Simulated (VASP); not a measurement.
OSZICAR of a VASP run on ZnSe (zinc blende):

OSZICAR:
```
       N       E                     dE             d eps       ncg     rms          rms(c)
DAV:   1     0.872407585957E+02    0.87241E+02   -0.91728E+03   910   0.160E+03
DAV:   2    -0.162759986076E+01   -0.88868E+02   -0.85377E+02   995   0.277E+02
DAV:   3    -0.761935973897E+01   -0.59918E+01   -0.59648E+01  1095   0.712E+01
DAV:   4    -0.768340783702E+01   -0.64048E-01   -0.64034E-01  1010   0.800E+00
DAV:   5    -0.768376737301E+01   -0.35954E-03   -0.35953E-03  1095   0.575E-01    0.547E+00
DAV:   6    -0.740240211721E+01    0.28137E+00   -0.72902E-01  1253   0.315E+01    0.408E+00
DAV:   7    -0.737730138431E+01    0.25101E-01   -0.20341E-01   960   0.487E+00    0.166E+00
DAV:   8    -0.737315997627E+01    0.41414E-02   -0.33837E-03  1342   0.774E-01    0.451E-01
DAV:   9    -0.737256466893E+01    0.59531E-03   -0.95498E-04  1055   0.324E-01    0.620E-02
DAV:  10    -0.737257897721E+01   -0.14308E-04   -0.96706E-05  1008   0.115E-01    0.191E-02
DAV:  11    -0.737257637895E+01    0.25983E-05   -0.89240E-06  1334   0.579E-02    0.420E-03
DAV:  12    -0.737257639157E+01   -0.12615E-07   -0.22788E-06  1020   0.118E-02    0.177E-03
DAV:  13    -0.737257638961E+01    0.19611E-08   -0.10639E-07   655   0.470E-03
   1 F= -.73725764E+01 E0= -.73725764E+01  d E =0.000000E+00
```

**Question.** Which electronic solver shows in the log?

**Answer.** It is blocked Davidson (ALGO = Normal, or the opening steps of other solvers). The INCAR had ALGO = Normal.

**Question.** Can the final energy be trusted as converged?

**Answer.** Self-consistency was reached. It stopped with EDIFF = 1E-7, NELM = 100 (LDA (Ceperley-Alder, Perdew-Zunger), plane waves, VASP's LDA PAW potentials (set 64)).

The compound is ZnSe in the zinc blende structure. It was relaxed first.
